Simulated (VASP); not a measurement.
An input for Quantum ESPRESSO's pw.x (written as the equivalent of a VASP run, and not itself run):

```
&CONTROL
  calculation = 'scf'
  pseudo_dir = './pseudo'
  outdir = './out'
  tprnfor = .true.
  tstress = .true.
/
&SYSTEM
  ibrav = 0
  nat = 3
  ntyp = 2
  ecutwfc = 86
  occupations = 'smearing'
  smearing = 'gaussian'
  degauss = 0.000735
  input_dft = 'pbe'
/
&ELECTRONS
  conv_thr = 7.3e-08
  electron_maxstep = 100
/
ATOMIC_SPECIES
  Pt 195.084 Pt.upf
  Se 78.971 Se.upf
CELL_PARAMETERS angstrom
     3.6347860    0.0000000    0.0000000
    -1.8173930    3.1478170    0.0000000
     0.0000000    0.0000000    5.6908640
ATOMIC_POSITIONS crystal
  Pt   0.0000000  0.0000000  0.0000000
  Se   0.6666670  0.3333330  0.7746100
  Se   0.3333330  0.6666670  0.2253900
K_POINTS automatic
  6 6 3 0 0 0
```

Question: Translate this input to VASP (INCAR, KPOINTS, POSCAR, choice of POTCAR).

Answer: This is not unique; one that fits is 
File POSCAR:
```
PtSe2
1.0
  3.6347860000   0.0000000000   0.0000000000
 -1.8173930000   3.1478170000   0.0000000000
  0.0000000000   0.0000000000   5.6908640000
Pt Se
1 2
direct
  0.0000000000   0.0000000000   0.0000000000
  0.6666670000   0.3333330000   0.7746100000
  0.3333330000   0.6666670000   0.2253900000
```

**KPOINTS**
```
kpoints
0
G
 6 6 3
```

### INCAR
```
ALGO = Normal
EDIFF = 1E-6
ENCUT = 300
GGA = PE
ISIF = 2
ISMEAR = 0
LASPH = .TRUE.
LCHARG = .FALSE.
LMAXMIX = 6
LREAL = .FALSE.
LWAVE = .FALSE.
NELM = 100
PREC = Accurate
SIGMA = 0.01
SYSTEM = PtSe2
```

POTCAR, in this order: Pt Se (PBE.64 set). Program: vasp_std.

Limits of the translation: the potentials are each code's own (VASP's PAW set, PseudoDojo norm-conserving files in pw.x), so ENCUT and ecutwfc are chosen apart and not converted; conv_thr bounds pw.x's estimated SCF error, while EDIFF bounds the energy change between steps.

The structure comes from a computed database's PtSe2 entry; how it stands against other phases isn't given here. The cell was not relaxed at this level. The run is one of a series of settings (KPOINTS 6×6×3 Γ-centred mesh against the base run), some of them coarse on purpose.
